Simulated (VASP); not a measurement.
VASP ran on this input.

### INCAR
```
SYSTEM = WC
PREC = Accurate
ENCUT = 520
EDIFF = 1E-6
NELM = 100
ALGO = Normal
LREAL = .FALSE.
LASPH = .TRUE.
ISMEAR = 1
SIGMA = 0.1
GGA = PE
LMAXMIX = 6
LWAVE = .FALSE.
LCHARG = .FALSE.
ISIF = 2
```

File POSCAR:
```
WC
1
    1.4550000000     2.5201340000     0.0000000000
    1.4550000000    -2.5201340000     0.0000000000
    0.0000000000     0.0000000000     2.8400000000
W C
1 1
Direct
  0.0000000000   0.0000000000   0.0000000000
  0.6666670000   0.3333330000   0.5000000000
```

File KPOINTS:
```
Automatic mesh
0
Gamma
11 11 10
0 0 0
```

POTCAR, in this order: W_sv C (PBE.64 set). Program: vasp_std.

Output of the run:

**standard output**
```
 -----------------------------------------------------------------------------
|                                                                             |
|     EEEEEEE  RRRRRR   RRRRRR   OOOOOOO  RRRRRR      ###     ###     ###     |
|     E        R     R  R     R  O     O  R     R     ###     ###     ###     |
|     E        R     R  R     R  O     O  R     R     ###     ###     ###     |
|     EEEEE    RRRRRR   RRRRRR   O     O  RRRRRR       #       #       #      |
|     E        R   R    R   R    O     O  R   R                               |
|     E        R    R   R    R   O     O  R    R      ###     ###     ###     |
|     EEEEEEE  R     R  R     R  OOOOOOO  R     R     ###     ###     ###     |
|                                                                             |
|     ERROR: the triple product of the basis vectors is negative exchange     |
|     two basis vectors                                                       |
|                                                                             |
|       ---->  I REFUSE TO CONTINUE WITH THIS SICK JOB ... BYE!!! <----       |
|                                                                             |
 -----------------------------------------------------------------------------
```

### Question
Read input and log: which fault does this run have?
A. EDIFFG is positive, so the stop tests the energy change and not the forces
B. NBANDS is too small to hold all electrons
C. Methfessel-Paxton smearing was used on a material with a gap
D. the lattice vectors form a left-handed set

### Answer
D, the lattice vectors form a left-handed set. VASP stops with an error: ERROR: the triple product of the basis vectors is negative exchange two basis vectors ----> I REFUSE TO CONTINUE WITH THIS SICK JOB ... BYE!!! <----

To mend it, correct POSCAR.
**POSCAR**
```
WC
1
    1.4550000000    -2.5201340000     0.0000000000
    1.4550000000     2.5201340000     0.0000000000
    0.0000000000     0.0000000000     2.8400000000
W C
1 1
Direct
  0.0000000000   0.0000000000   0.0000000000
  0.3333330000   0.6666670000   0.5000000000
```
The mended run (PBE GGA, plane waves, VASP's PBE PAW potentials (set 64)) converges, and its OSZICAR ends with
```
   1 F= -.22445934E+02 E0= -.22445974E+02  d E =0.118128E-03
```

The compound is WC in the wc structure. The cell was not relaxed at this level.
